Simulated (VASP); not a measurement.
# LuNiC2 with PBEsol + U: from relaxation to properties, part 8 of 11

What structure does LuNiC2 take at this level, and what are its properties? Left out of this account: 1 further run (optics: it diverged and was aborted). The start is a computed cell from the Materials Project.

VASP 6.6.1, plane waves and PAW; the level of theory is named at each step.

Still holding for the runs below: The data set Lu_3 holds the 4f electrons frozen in the core, so no f bands or f moments appear. This run allows spin, but its moments start at zero, where symmetry between the spins tends to hold them, although Ni can carry a moment. Its electron count is odd, so without a moment it is a metal by construction. The k-mesh is coarse for a metal.

So far. Step 8 (Second relaxation): It ends with a largest force of 0.006 eV/Å and a pressure of 0.05 GPa. The volume moved by under 0.01 %: the run met its threshold at the first step. Step 9 (Density, ELF and potential (PBEsol + U)): In this run the pressure is 0.04 GPa, small enough to go on.

### 10. Bands along the symmetry lines (PBEsol + U)

Level of this step: PBEsol, DFT+U (Ni d 4 eV), zero-moment start, 4f electrons in the core; plane waves and PAW (Lu_3, Ni, C) (VASP).

Levels along the symmetry lines show where the bands peak and cross; KPOINTS_OPT computes them in the converged potential.

Input file INCAR:

```
SYSTEM = LuNiC2
PREC = Accurate
ENCUT = 520
EDIFF = 1E-06
NELM = 100
ISMEAR = 0
SIGMA = 0.05
LREAL = .FALSE.
ALGO = Normal
GGA = PS
NBANDS = 29
ISPIN = 2
MAGMOM = -0 -0 -0 -0
LDAU = .TRUE.
LDAUTYPE = 2
LDAUL = -1 2 -1
LDAUU = 0 4 0
LDAUJ = 0 0 0
LDAUPRINT = 1
LASPH = .TRUE.
LMAXMIX = 4
LORBIT = 11
LWAVE = .FALSE.
LCHARG = .FALSE.
KPAR = 8
```

Input file POSCAR:

```
LuNiC2
1.0
    3.3823116440      0.0000000000      0.0000000000
    0.0000000000      2.2139071804      2.9186703621
    0.0000000000     -2.2139071804      2.9186703621
Lu Ni C
1 1 2
Direct
    0.0000000000      0.9986368302      0.9986368302
    0.5000000000      0.3902141072      0.3902141072
    0.5000000000      0.8536986526      0.5424514199
    0.5000000000      0.5424514199      0.8536986526
```

Input file KPOINTS:

```
Automatic mesh
0
Gamma
6 6 6
0 0 0
```

Input file KPOINTS_OPT:

```
Line mode
16
Line-mode
Reciprocal
  0.00000000   0.00000000   0.00000000 GAMMA
  0.00000000   0.39384300  -0.39384300 X

  0.00000000   0.39384300  -0.39384300 X
  0.00000000   0.00000000  -0.50000000 S

  0.00000000   0.00000000  -0.50000000 S
 -0.50000000   0.00000000  -0.50000000 R

 -0.50000000   0.00000000  -0.50000000 R
 -0.50000000   0.39384300  -0.39384300 A

 -0.50000000   0.39384300  -0.39384300 A
 -0.50000000   0.00000000   0.00000000 Z

 -0.50000000   0.00000000   0.00000000 Z
  0.00000000   0.00000000   0.00000000 GAMMA

  0.00000000   0.00000000   0.00000000 GAMMA
  0.00000000  -0.50000000  -0.50000000 Y

  0.00000000  -0.50000000  -0.50000000 Y
  0.00000000  -0.39384300  -0.60615700 X1

  0.00000000  -0.39384300  -0.60615700 X1
 -0.50000000  -0.39384300  -0.60615700 A1

 -0.50000000  -0.39384300  -0.60615700 A1
 -0.50000000  -0.50000000  -0.50000000 T

 -0.50000000  -0.50000000  -0.50000000 T
  0.00000000  -0.50000000  -0.50000000 Y

 -0.50000000   0.00000000   0.00000000 Z
 -0.50000000  -0.50000000  -0.50000000 T
```

Potentials, in the order of the species: Lu_3, Ni and C (PBE family, release 64).

The run is started by

```bash
> mpirun -np 8 vasp_std
```

Log:

```text
[... set-up lines as in an earlier step ...]
 entering main loop
       N       E                     dE             d eps       ncg     rms          rms(c)
DAV:   1     0.142074935393E+03    0.14207E+03   -0.11216E+04  8809   0.112E+03
DAV:   2    -0.225577709065E+02   -0.16463E+03   -0.15146E+03  9514   0.383E+02
DAV:   3    -0.336237480171E+02   -0.11066E+02   -0.10810E+02  9718   0.113E+02
DAV:   4    -0.337624332589E+02   -0.13869E+00   -0.13845E+00  8736   0.790E+00
DAV:   5    -0.337638526853E+02   -0.14194E-02   -0.14177E-02  8161   0.780E-01    0.352E+01
DAV:   6    -0.378142342943E+02   -0.40504E+01   -0.12545E+02 10245   0.106E+02    0.328E+01
DAV:   7    -0.296035077332E+02    0.82107E+01   -0.17494E+01  8942   0.748E+01    0.148E+01
DAV:   8    -0.297595327342E+02   -0.15603E+00   -0.24777E+00 10848   0.153E+01    0.101E+01
DAV:   9    -0.297085789769E+02    0.50954E-01   -0.21306E+00  8421   0.165E+01    0.277E+00
DAV:  10    -0.296424646278E+02    0.66114E-01   -0.21057E-01  9584   0.583E+00    0.115E+00
DAV:  11    -0.296385093644E+02    0.39553E-02   -0.24084E-02 10676   0.161E+00    0.296E-01
DAV:  12    -0.296386417765E+02   -0.13241E-03   -0.20819E-03  8291   0.251E-01    0.641E-02
DAV:  13    -0.296386344631E+02    0.73134E-05   -0.86057E-05 10193   0.859E-02    0.483E-02
DAV:  14    -0.296386346364E+02   -0.17327E-06   -0.84568E-06  9701   0.267E-02
   1 F= -.29638635E+02 E0= -.29637852E+02  d E =-.156460E-02  mag=     0.0000
 Start KPOINTS_OPT (optional k-point list driver)
k-point batch [1-52\192]
       N       E                     dE             ncg
DAV:   1     0.390725078914E+04   -0.34877E+05     8722
DAV:   2    -0.416073529784E+04   -0.80680E+04     9465
DAV:   3    -0.468141090194E+04   -0.52068E+03     9688
DAV:   4    -0.468785099882E+04   -0.64401E+01     8707
DAV:   5    -0.468791492711E+04   -0.63928E-01     7938
DAV:   6    -0.468792265680E+04   -0.77297E-02    10138
DAV:   7    -0.468792270253E+04   -0.45727E-04     7772
DAV:   8    -0.468792270309E+04   -0.55917E-06     5480
[...]
k-point batch [157-192\192]
       N       E                     dE             ncg
DAV:   1     0.209150878296E+05   -0.34383E+05     6050
DAV:   2     0.153782031537E+05   -0.55369E+04     6582
DAV:   3     0.150328726183E+05   -0.34533E+03     6736
DAV:   4     0.150289110450E+05   -0.39616E+01     5998
DAV:   5     0.150288698680E+05   -0.41177E-01     5826
DAV:   6     0.150288651241E+05   -0.47440E-02     6562
DAV:   7     0.150288650701E+05   -0.53925E-04     5791
DAV:   8     0.150288650690E+05   -0.11009E-05     3606
DAV:   9     0.150288650689E+05   -0.17666E-06     3206
```

The job ended after 41 s (8 MPI ranks of Intel Xeon 6975P-C (Granite Rapids), shared host; peak memory 2.5 GiB).

Parts of OUTCAR (step 10):

```text
   k-points           NKPTS =     52   k-points in BZ     NKDIM =     52   number of bands    NBANDS=     29

   NELECT =      27.0000    total number of electrons

atom =   2  type =  2  l = 2

 onsite density matrix

spin component  1

  0.8809  0.0000  0.0000  0.0000  0.0000
  0.0000  0.7621  0.0000  0.0000  0.0000
  0.0000  0.0000  0.8974  0.0000  0.0142
  0.0000  0.0000  0.0000  0.9320  0.0000
  0.0000  0.0000  0.0142  0.0000  0.8924

spin component  2

 occupancies and eigenvectors

  o =  0.7621  v =  0.0000  1.0000  0.0000  0.0000  0.0000  0.0000  0.0000  0.0000  0.0000  0.0000      0.0000  0.0000  0.0000  0.0000  0.0000  0.0000  0.0000  0.0000  0.0000  0.0000
  o =  0.7621  v =  0.0000  0.0000  0.0000  0.0000  0.0000  0.0000  1.0000  0.0000  0.0000  0.0000      0.0000  0.0000  0.0000  0.0000  0.0000  0.0000  0.0000  0.0000  0.0000  0.0000
  o =  0.8804  v =  0.0000  0.0000 -0.6429  0.0000  0.7659  0.0000  0.0000  0.0000  0.0000  0.0000      0.0000  0.0000  0.0000  0.0000  0.0000  0.0000  0.0000  0.0000  0.0000  0.0000
  o =  0.8804  v =  0.0000  0.0000  0.0000  0.0000  0.0000  0.0000  0.0000 -0.6429  0.0000  0.7659      0.0000  0.0000  0.0000  0.0000  0.0000  0.0000  0.0000  0.0000  0.0000  0.0000
  o =  0.8809  v =  0.0000  0.0000  0.0000  0.0000  0.0000  1.0000  0.0000  0.0000  0.0000  0.0000      0.0000  0.0000  0.0000  0.0000  0.0000  0.0000  0.0000  0.0000  0.0000  0.0000
  o =  0.8809  v =  1.0000  0.0000  0.0000  0.0000  0.0000  0.0000  0.0000  0.0000  0.0000  0.0000      0.0000  0.0000  0.0000  0.0000  0.0000  0.0000  0.0000  0.0000  0.0000  0.0000
  o =  0.9093  v =  0.0000  0.0000 -0.7659  0.0000 -0.6429  0.0000  0.0000  0.0000  0.0000  0.0000      0.0000  0.0000  0.0000  0.0000  0.0000  0.0000  0.0000  0.0000  0.0000  0.0000
  o =  0.9093  v =  0.0000  0.0000  0.0000  0.0000  0.0000  0.0000  0.0000 -0.7659  0.0000 -0.6429      0.0000  0.0000  0.0000  0.0000  0.0000  0.0000  0.0000  0.0000  0.0000  0.0000
  o =  0.9320  v =  0.0000  0.0000  0.0000  0.0000  0.0000  0.0000  0.0000  0.0000 -1.0000  0.0000      0.0000  0.0000  0.0000  0.0000  0.0000  0.0000  0.0000  0.0000  0.0000  0.0000
  o =  0.9320  v =  0.0000  0.0000  0.0000 -1.0000  0.0000  0.0000  0.0000  0.0000  0.0000  0.0000      0.0000  0.0000  0.0000  0.0000  0.0000  0.0000  0.0000  0.0000  0.0000  0.0000

 E-fermi :   7.0838

 spin component 1
 k-point     1 :       0.0000    0.0000    0.0000
  band No.  band energies     occupation
    ...
      9       3.0064      1.00000
     10       3.6473      1.00000
     11       3.9462      1.00000
     12       4.7170      1.00000
     13       5.3366      1.00000
     14       7.4198      0.00000
     15       7.4633      0.00000
     16       9.1914      0.00000
     17      11.2418      0.00000
     18      11.4486      0.00000
    ...

 k-point     2 :       0.1667    0.0000    0.0000
  band No.  band energies     occupation
    ...
      9       3.4929      1.00000
     10       3.5614      1.00000
     11       3.9972      1.00000
     12       4.4765      1.00000
     13       5.5095      1.00000
     14       7.1267      0.11290
     15       8.1493      0.00000
     16       8.3545      0.00000
     17      10.2631      0.00000
     18      12.3568      0.00000
    ...

  Total       -0.0148100     -0.0111753      0.0040223      0.0000000      0.0000000      0.0000000
  in kB       -0.5428479     -0.4096188      0.1474354      0.0000000      0.0000000      0.0000000
  external PRESSURE =      -0.2683438 kB  Pullay stress =       0.0000000 kB

 POSITION                                       TOTAL-FORCE (eV/Angst)
 -----------------------------------------------------------------------------------
      0.00000      0.00000      5.82938         0.000000      0.000000      0.006800
      1.69116      0.00000      2.27781         0.000000      0.000000      0.002958
      1.69116      0.68907      4.07490         0.000000      0.001877     -0.004879
      1.69116     -0.68907      4.07490         0.000000     -0.001877     -0.004879
 -----------------------------------------------------------------------------------
    total drift:                                0.000000     -0.000000     -0.000939

  FREE ENERGIE OF THE ION-ELECTRON SYSTEM (eV)
  ---------------------------------------------------
  free  energy   TOTEN  =       -29.6386346364 eV

  energy  without entropy=      -29.6370700331  energy(sigma->0) =      -29.63785233

 magnetization (x)
# of ion       s       p       d       tot
------------------------------------------
    1       -0.000  -0.000  -0.000  -0.000
    2       -0.000  -0.000   0.000  -0.000
    3        0.000   0.000   0.000   0.000
    4        0.000   0.000   0.000   0.000
--------------------------------------------------
tot          0.000   0.000   0.000   0.000

[... 7 parts as in an earlier step ...]

[... 13 further parts left out ...]
```

Spin-orbit coupling is off here; with elements this heavy it splits and shifts levels by tenths of an eV or more.

Numbers from this step:

- SCF cycles: 14
- bands: 29
- pressure: -0.02683 GPa

Both spin channels agree. Electronic bands along the path, in eV, zero at the Fermi level; # counts the bands kept, so #1 is VASP's band 5:

| point | #6 | #7 | #8 | #9 | #10 | #11 | #12 | #13 |
| --- | --- | --- | --- | --- | --- | --- | --- | --- |
| Γ | -3.44 | -3.14 | -2.37 | -1.75 | 0.34 | 0.38 | 2.11 | 4.16 |
| 0.53 of the way | -3.85 | -3.42 | -2.19 | -2.13 | 0.91 | 1.27 | 2.08 | 3.79 |
| X | -3.89 | -3.68 | -3.24 | -1.60 | 0.80 | 2.05 | 2.63 | 3.78 |
| 0.53 of the way | -3.69 | -3.58 | -2.58 | -2.08 | 0.89 | 0.97 | 2.37 | 4.13 |
| S | -3.70 | -3.47 | -2.52 | -2.05 | 0.11 | 1.53 | 2.63 | 4.31 |
| 0.53 of the way | -3.57 | -3.39 | -2.66 | -1.83 | -0.62 | 1.63 | 2.99 | 4.55 |
| R | -3.66 | -3.24 | -2.41 | -1.75 | -1.49 | 2.57 | 2.96 | 5.54 |
| 0.47 of the way | -4.03 | -2.76 | -2.71 | -2.05 | -1.21 | 2.23 | 2.94 | 5.69 |
| A | -3.88 | -3.15 | -2.42 | -2.19 | -0.62 | 1.42 | 3.86 | 5.66 |
| 0.47 of the way | -3.85 | -3.17 | -2.47 | -1.51 | -1.26 | 1.91 | 3.72 | 4.96 |
| Z | -3.75 | -2.90 | -2.38 | -1.07 | -1.05 | 0.03 | 2.30 | 4.67 |
| 0.53 of the way | -3.59 | -2.92 | -2.75 | -1.44 | -0.15 | 0.74 | 1.58 | 3.09 |
| Γ | -3.44 | -3.14 | -2.37 | -1.75 | 0.34 | 0.38 | 2.11 | 4.16 |
| 0.53 of the way | -3.84 | -3.42 | -3.05 | -2.44 | 1.20 | 1.51 | 1.62 | 3.06 |
| Y | -4.14 | -3.93 | -3.05 | -1.65 | 1.43 | 2.08 | 2.83 | 4.06 |
| 0.47 of the way | -4.08 | -3.90 | -3.09 | -1.64 | 1.25 | 2.08 | 2.77 | 4.02 |
| X1 | -3.89 | -3.68 | -3.24 | -1.60 | 0.80 | 2.05 | 2.63 | 3.78 |
| 0.47 of the way | -3.74 | -3.41 | -3.20 | -1.91 | 0.41 | 1.89 | 3.19 | 4.74 |
| A1 | -3.88 | -3.15 | -2.42 | -2.19 | -0.62 | 1.42 | 3.86 | 5.66 |
| 0.47 of the way | -4.11 | -3.04 | -2.30 | -2.20 | -0.69 | 1.49 | 4.27 | 5.59 |
| T | -4.04 | -2.98 | -2.25 | -2.21 | -0.76 | 1.57 | 4.47 | 5.78 |
| 0.47 of the way | -4.02 | -3.31 | -3.02 | -1.91 | 0.70 | 1.48 | 3.48 | 4.90 |
| Y | -4.14 | -3.93 | -3.05 | -1.65 | 1.43 | 2.08 | 2.83 | 4.06 |
| jump to Z | -3.75 | -2.90 | -2.38 | -1.07 | -1.05 | 0.03 | 2.30 | 4.67 |
| 0.47 of the way | -3.74 | -3.14 | -2.91 | -1.92 | -0.11 | 0.34 | 1.76 | 5.51 |
| T | -4.04 | -2.98 | -2.25 | -2.21 | -0.76 | 1.57 | 4.47 | 5.78 |

Of the projections kept (Lu, Ni, C), the largest for each band there; the rest of the weight can lie on other orbitals:

| point | #6 | #7 | #8 | #9 | #10 | #11 | #12 | #13 |
| --- | --- | --- | --- | --- | --- | --- | --- | --- |
| Γ | Ni 0.96 | Ni 0.80 | Ni 0.55 | Ni 0.69 | Ni 0.59 | Lu 0.70 | C 0.66 | Lu 0.56 |
| X | Ni 0.82 | Ni 0.86 | Ni 0.79 | Ni 0.72 | Lu 0.42 | Lu 0.71 | Lu 0.39 | Lu 0.85 |
| S | Ni 0.88 | Ni 0.94 | Ni 0.71 | Ni 0.68 | Lu 0.49 | C 0.50 | Lu 0.66 | Lu 0.91 |
| R | Ni 0.95 | Ni 0.45 | Ni 0.96 | Ni 0.66 | Ni 0.63 | Ni 0.48 | Lu 0.68 | Lu 0.90 |
| A | Ni 0.85 | Ni 0.77 | Ni 0.78 | Ni 0.93 | Lu 0.55 | Lu 0.37 | C 0.55 | Lu 0.93 |
| Z | Ni 0.95 | C 0.35 | Ni 0.95 | Lu 0.44 | Ni 0.73 | Ni 0.78 | Lu 0.59 | Lu 0.83 |

There is no gap at this level.

[end of part 8 of 11]

[Lines on the potential files, build, host, timing and source positions are cut from VASP's logs without a mark.]

[Logs are printed without paths, hosts, clocks, repeated set-up lines and the standing remarks that a program may print on its own settings, such as how far it seeks lower states.]

[Hosts, paths, dates, database ids (printed as entryN), source tags and the programs' standing remarks are cut or masked in the printed files.]

[A measured line is paired with the nearest computed mode of its activity, which favours agreement.]

[In band tables of VASP the shares of atoms and orbitals are scaled to a sum of 1 inside the atoms' spheres.]
